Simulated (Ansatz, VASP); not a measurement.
# Be (Beryllium): VASP beside Ansatz, part 2 of 2

Aim: how closely do two programs agree when they are given the same cell, functional and k mesh? The cell is taken from a series of runs on this material, whose earlier steps may have relaxed, scaled, displaced or heated it; both programs get it as it stands.

VASP 6.6.1 and Ansatz 0.2.0.

So far: The starting structure; VASP: zone-centre phonons, LDA, pair 1; Ansatz: zone-centre phonons, LDA, pair 1; Comparison.

## (5) VASP: zone-centre phonons, LDA, pair 2

Level of this step: LDA; plane waves and PAW (Be) (VASP).

Second derivatives magnify differences that forces hide, and they need a tight electronic threshold. The cell compared in this pair holds 14.80 Å³, against 14.70 Å³ for the pair before.

Input file INCAR:

```
SYSTEM = Be
PREC = Accurate
ENCUT = 600
EDIFF = 1E-08
NELM = 120
ISMEAR = 1
SIGMA = 0.2
LREAL = .FALSE.
ALGO = Normal
GGA = CA
NBANDS = 8
LORBIT = 11
LWAVE = .FALSE.
LCHARG = .FALSE.
ISIF = 2
IBRION = 8
LASPH = .TRUE.
GGA_COMPAT = .FALSE.
KPAR = 2
```

Input file POSCAR:

```
Be
1.0
    2.2055466901      0.0000000000      0.0000000000
   -1.1027733451      1.9100594629      0.0000000000
    0.0000000000      0.0000000000      3.5136455052
Be
2
Direct
    0.3333333333      0.6666666667      0.2500000000
    0.6666666667      0.3333333333      0.7500000000
```

Input file KPOINTS:

```
Automatic mesh
0
Gamma
24 24 12
0 0 0
```

The projector-augmented-wave data sets are Be (LDA family, release 64).

On the command line:

```bash
> mpirun -np 2 vasp_std
```

Numbers of over 12 decimals in the logs are rounded to 6 here.

Log:

```text
[... set-up lines as in an earlier step ...]
 entering main loop
       N       E                     dE             d eps       ncg     rms          rms(c)
DAV:   1    -0.433761199580E+01   -0.43376E+01   -0.20208E+03  6936   0.466E+02
DAV:   2    -0.845956272036E+01   -0.41220E+01   -0.40060E+01 10800   0.462E+01
DAV:   3    -0.847392041070E+01   -0.14358E-01   -0.14349E-01  7056   0.270E+00
DAV:   4    -0.847392487051E+01   -0.44598E-05   -0.44599E-05  9792   0.503E-02
[...]
DAV:   8    -0.841324730267E+01    0.96246E-05   -0.76803E-06  7256   0.274E-02    0.548E-03
DAV:   9    -0.841324619611E+01    0.11066E-05   -0.58719E-07  9240   0.663E-03    0.522E-04
DAV:  10    -0.841324618645E+01    0.96585E-08   -0.17071E-09  6344   0.390E-04
   1 F= -.84132462E+01 E0= -.84130822E+01  d E =-.492015E-03
 Linear response reoptimize wavefunctions to high precision
DAV:   1    -0.841324618563E+01    0.82460E-09   -0.28595E-10  7568   0.143E-04
DAV:   2    -0.841324618563E+01   -0.85265E-13   -0.85940E-13  3504   0.718E-06
 Linear response DOF=           2
 Linear response progress:
[...]
RMM:   7    -0.739982100129E-02    0.42384E-08   -0.73616E-11 51086   0.399E-06    0.186E-06
 first order change of Fermi-energy   0.18136E-05
 force on displaced ion       1 direction 1 :  -3.831   0.001   0.000
 Linear response progress:
  Degree of freedom:   2/  2
       N       E                     dE             d eps       ncg     rms          rms(c)
RMM:   1    -0.204775156481E-01   -0.20478E-01    0.12569E-02 24384   0.699E-01
RMM:   2    -0.170234676747E-01    0.34540E-02   -0.28047E-03 16099   0.802E-02    0.118E-01
RMM:   3    -0.159402952068E-01    0.10832E-02    0.57683E-04 15969   0.980E-02    0.436E-02
RMM:   4    -0.161390077320E-01   -0.19871E-03    0.17340E-04 16269   0.554E-02    0.415E-03
RMM:   5    -0.161729661475E-01   -0.33958E-04   -0.24270E-05 17000   0.341E-03    0.717E-04
RMM:   6    -0.161717868417E-01    0.11793E-05   -0.38227E-06 16720   0.545E-04    0.804E-05
RMM:   7    -0.161713145074E-01    0.47233E-06   -0.53635E-07 17303   0.313E-05    0.130E-05
RMM:   8    -0.161712694215E-01    0.45086E-07    0.27238E-10 17368   0.717E-06    0.859E-07
RMM:   9    -0.161712673928E-01    0.20287E-08   -0.14203E-09 12500   0.546E-07    0.192E-07
 first order change of Fermi-energy   0.47830E-05
 force on displaced ion       1 direction 3 :   0.000  -0.000  -8.709
 Linear response finished
```

From OUTCAR (step 5):

```text
  Total        0.3998897      0.3998897      0.0493573     -0.0000000     -0.0000000      0.0000000
  in kB       43.2842345     43.2842345      5.3424572     -0.0000000     -0.0000000      0.0000000
  external PRESSURE =      30.6369754 kB  Pullay stress =       0.0000000 kB

 POSITION                                       TOTAL-FORCE (eV/Angst)
 -----------------------------------------------------------------------------------
     -0.00000      1.27337      0.87841         0.000000     -0.000000      0.000000
      1.10277      0.63669      2.63523        -0.000000      0.000000      0.000000
 -----------------------------------------------------------------------------------
    total drift:                                0.000000     -0.000000      0.000000

[... 1 part as in an earlier step ...]

[... 1 further part left out ...]
```

## (6) Ansatz: zone-centre phonons, LDA, pair 2

The same cell, functional (in two slightly different forms), mesh and smearing now go to Ansatz, which takes its cutoff from its data sets.

The cell is taken from a series of runs on this material, whose earlier steps may have relaxed, scaled, displaced or heated it; both programs get it as it stands.

Input file input.yaml:

```yaml
crystal:
  lattice:
    - [2.2055466901, 0.0, 0.0]
    - [-1.1027733451, 1.9100594629, 0.0]
    - [0.0, 0.0, 3.5136455052]
  atoms:
    - { symbol: Be, position: [0.3333333333, 0.6666666667, 0.25] }
    - { symbol: Be, position: [0.6666666667, 0.3333333333, 0.75] }
kpoints:
  mp_grid: { grid: [24, 24, 12] }
hamiltonian:
  xc: lda
  pseudopotentials: { kind: paw, azcp: { folder: soft_1 }, xc_functional: pbe }
scf:
  occupations: { method: methfessel_paxton, width: 0.2 }
output:
  eigenvalues: true
phonons:
  method: dfpt
```

On the command line:

```bash
> ansatz run input.yaml --threads 4 --pin off --max-ram 10240MiB --backend cpu --events-out ev --progress --plain --runs-dir out
```

Log:

```text
[...]
Crystal: 2 atoms, lattice volume = 14.802 Å³
Basis set: ecut = 420 eV, 299 PW (Γ), exchange–correlation on 30×30×48 points (8 copies of the dense FFT grid, shifted against one another)
Bands: 6, of which v1, the nominal top of the filled ones, is band 2 counted from 1 (1 counted from 0)
Symmetry: 24 space group operations
k-points: 1099 of 6912 (irreducible under 4 space group operations, time reversal used)
[...]
Free energy (F): -176.464205 eV
[...]
Internal energy: -176.463712 eV  (E = F + TS)
E sigma→0 (E₀):  -176.464081 eV
Entropy (-TS):   -0.000493 eV (-0.247 meV/atom)
Fermi energy:    8.551063 eV
[...]
--- Band table (eV; the first three rows and the last of 1099) ---
[...]
ASR residual: 3.058e-5 → 0.000e0 eV/Å²; symmetrization residual: 1.720e-11 eV/Å²
  ASR residual per site (eV/Å²): 3.06e-5 3.06e-5
  Γ frequencies (cm⁻¹): 0.00 0.00 0.00 480.14 480.14 721.36
[...]
[key lines of the parts left out:]
SCF converged after 6 iterations
```

## (7) Comparison

Both answers:

```csv
quantity,Ansatz,VASP,difference
optical mode 1 to 2 (cm⁻¹),480.1,480.8,-0.14 %
optical mode 3 (cm⁻¹),721.4,724.9,-0.49 %
```

Modes are paired by rising frequency, not by their patterns, so a pair may set unlike modes beside each other; they are those without the splitting of longitudinal modes.

## (8) VASP: zone-centre phonons, LDA, pair 3

Second derivatives magnify differences that forces hide, and they need a tight electronic threshold. The cell compared in this pair holds 14.82 Å³, against 14.80 Å³ for the pair before.

INCAR is that of step 5.

Input file POSCAR:

```
Be
1.0
    2.2303146190      0.0000000000      0.0000000000
   -1.1151573095      1.9315091185      0.0000000000
    0.0000000000      0.0000000000      3.4411588743
Be
2
Direct
    0.3333333294      0.6666666706      0.2500000000
    0.6666666706      0.3333333294      0.7500000000
```

KPOINTS is that of step 5.

On the command line:

```bash
> mpirun -np 2 vasp_std
```

Log:

```text
[... set-up lines as in an earlier step ...]
 entering main loop
       N       E                     dE             d eps       ncg     rms          rms(c)
DAV:   1    -0.429294540932E+01   -0.42929E+01   -0.19950E+03  6920   0.462E+02
DAV:   2    -0.845742186637E+01   -0.41645E+01   -0.40428E+01 10792   0.460E+01
DAV:   3    -0.847167437763E+01   -0.14253E-01   -0.14250E-01  7240   0.270E+00
DAV:   4    -0.847167785049E+01   -0.34729E-05   -0.34728E-05  9896   0.476E-02
[...]
DAV:   8    -0.840903405331E+01    0.82427E-05   -0.94009E-06  7272   0.305E-02    0.565E-03
DAV:   9    -0.840903289745E+01    0.11559E-05   -0.64782E-07  9320   0.682E-03    0.559E-04
DAV:  10    -0.840903288979E+01    0.76609E-08   -0.14385E-09  6440   0.362E-04
   1 F= -.84090329E+01 E0= -.84090346E+01  d E =0.516424E-05
 Linear response reoptimize wavefunctions to high precision
DAV:   1    -0.840903288893E+01    0.85876E-09   -0.31060E-10  7544   0.149E-04
DAV:   2    -0.840903288893E+01   -0.85265E-13   -0.74612E-13  3528   0.759E-06
 Linear response DOF=           2
 Linear response progress:
[...]
RMM:   7    -0.735791796273E-02    0.15197E-08   -0.30864E-09 51630   0.485E-06    0.175E-06
 first order change of Fermi-energy   0.17975E-05
 force on displaced ion       1 direction 1 :  -4.119   0.000   0.000
 Linear response progress:
  Degree of freedom:   2/  2
       N       E                     dE             d eps       ncg     rms          rms(c)
RMM:   1    -0.198416565595E-01   -0.19842E-01    0.10828E-02 24440   0.684E-01
RMM:   2    -0.166803949939E-01    0.31613E-02   -0.20147E-03 16104   0.783E-02    0.118E-01
RMM:   3    -0.156958396678E-01    0.98456E-03    0.72947E-04 15980   0.955E-02    0.447E-02
RMM:   4    -0.159122001976E-01   -0.21636E-03    0.20713E-04 16338   0.556E-02    0.418E-03
RMM:   5    -0.159504985627E-01   -0.38298E-04   -0.25658E-05 17100   0.333E-03    0.727E-04
RMM:   6    -0.159494087685E-01    0.10898E-05   -0.44896E-06 17058   0.550E-04    0.773E-05
RMM:   7    -0.159488791352E-01    0.52963E-06   -0.60732E-07 17649   0.312E-05    0.119E-05
RMM:   8    -0.159488338116E-01    0.45324E-07   -0.33241E-08 17410   0.693E-06    0.873E-07
RMM:   9    -0.159488295991E-01    0.42125E-08   -0.65840E-09 13403   0.659E-07    0.175E-07
 first order change of Fermi-energy   0.16238E-04
 force on displaced ion       1 direction 3 :  -0.000   0.000  -9.646
 Linear response finished
```

From OUTCAR (step 8):

```text
  Total        0.0484458      0.0484458      0.8211727      0.0000000      0.0000000      0.0000000
  in kB        5.2359920      5.2359920     88.7518584      0.0000000      0.0000000      0.0000000
  external PRESSURE =      33.0746141 kB  Pullay stress =       0.0000000 kB

 POSITION                                       TOTAL-FORCE (eV/Angst)
 -----------------------------------------------------------------------------------
     -0.00000      1.28767      0.86029        -0.000000      0.000000      0.000000
      1.11516      0.64384      2.58087         0.000000     -0.000000      0.000000
 -----------------------------------------------------------------------------------
    total drift:                                0.000000     -0.000000      0.000000

[... 1 part as in an earlier step ...]

[... 1 further part left out ...]
```

## (9) Ansatz: zone-centre phonons, LDA, pair 3

The same cell, functional (in two slightly different forms), mesh and smearing now go to Ansatz, which takes its cutoff from its data sets.

The cell is taken from a series of runs on this material, whose earlier steps may have relaxed, scaled, displaced or heated it; both programs get it as it stands.

input.yaml, the sections that differ from step 6:

```yaml
crystal:
  lattice:
    - [2.230314619, 0.0, 0.0]
    - [-1.1151573095, 1.9315091185, 0.0]
    - [0.0, 0.0, 3.4411588743]
  atoms:
    - { symbol: Be, position: [0.3333333294, 0.6666666706, 0.25] }
    - { symbol: Be, position: [0.6666666706, 0.3333333294, 0.75] }
# kpoints, hamiltonian, scf, output, phonons: as in step 6
```

On the command line:

```bash
> ansatz run input.yaml --threads 4 --pin off --max-ram 10240MiB --backend cpu --events-out ev --progress --plain --runs-dir out
```

Log:

```text
[...]
Crystal: 2 atoms, lattice volume = 14.824 Å³
Basis set: ecut = 420 eV, 299 PW (Γ), exchange–correlation on 30×30×48 points (8 copies of the dense FFT grid, shifted against one another)
Bands: 6, of which v1, the nominal top of the filled ones, is band 2 counted from 1 (1 counted from 0)
Symmetry: 24 space group operations
k-points: 1099 of 6912 (irreducible under 4 space group operations, time reversal used)
[...]
Free energy (F): -176.459939 eV
[...]
Internal energy: -176.459945 eV  (E = F + TS)
E sigma→0 (E₀):  -176.459941 eV
Entropy (-TS):   0.000007 eV (0.003 meV/atom)
Fermi energy:    8.419522 eV
[...]
--- Band table (eV; the first three rows and the last of 1099) ---
[...]
ASR residual: 3.283e-5 → 0.000e0 eV/Å²; symmetrization residual: 4.441e-15 eV/Å²
  ASR residual per site (eV/Å²): 3.28e-5 3.28e-5
  Γ frequencies (cm⁻¹): 0.00 0.00 0.00 498.62 498.62 759.45
[...]
[key lines of the parts left out:]
SCF converged after 6 iterations
```

## (10) Differences

The two programs side by side:

```csv
quantity,Ansatz,VASP,difference
optical mode 1 to 2 (cm⁻¹),498.6,498.6,+0.01 %
optical mode 3 (cm⁻¹),759.5,762.9,-0.46 %
```

Modes are paired by rising frequency, not by their patterns, so a pair may set unlike modes beside each other; they are those without the splitting of longitudinal modes.

## (11) Results

```yaml
r_m_s_difference_of_the_optical_zone_centre_modes_each_program_s_sorted_by_frequency_zone_centre_phonons_lda_pair_1: 2.0 cm⁻¹
r_m_s_difference_of_the_optical_zone_centre_modes_each_program_s_sorted_by_frequency_zone_centre_phonons_lda_pair_2: 2.1 cm⁻¹
r_m_s_difference_of_the_optical_zone_centre_modes_each_program_s_sorted_by_frequency_zone_centre_phonons_lda_pair_3: 2.0 cm⁻¹
```

**Reading.** The r.m.s. difference of the optical zone-centre modes, each program's sorted by frequency is 2.0 cm⁻¹ (zone-centre phonons, LDA, pair 1). 1 further run of this series is not shown here. How closely two codes agree says nothing of how well the functional describes the real material.

[Lines on the potential files, build, host, timing and source positions are cut from VASP's logs without a mark.]

[Logs are printed without paths, hosts, clocks, repeated set-up lines and the standing remarks that a program may print on its own settings, such as how far it seeks lower states.]

[Hosts, paths, dates, database ids (printed as entryN), source tags and the programs' standing remarks are cut or masked in the printed files.]
